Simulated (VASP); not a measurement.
Data:

```xyz
2
Lattice="2.9915 0.0000 0.0000 0.0000 2.9915 0.0000 0.0000 0.0000 2.9915" Properties=species:S:1:pos:R:3 pbc="T T T"
Al     1.4957     1.4957     1.4957
Ru     0.0000     0.0000     0.0000
```

Method: PBE GGA, VASP's PBE PAW potentials (set 64) (plane waves; VASP 6.6.1). Numerical set-up: 300 eV cut-off, 9×9×9 Γ-centred mesh, Gaussian smearing of 0.27 eV, potentials Al Ru_pv.

At this cut-off the stress carries a Pulay error, which pulls relaxed volumes low.

Task: Give the stress tensor in GPa (positive for a compressed cell).

Result: 
```
2.39  0.00  0.00
0.00  2.39  0.00
0.00  0.00  2.39
```
The pressure is its mean diagonal, 2.39 GPa.

The structure is a typed RuAl crystal. The cell was not relaxed at this level. The electron count is odd and the run is not spin-polarised, which forces a metal.
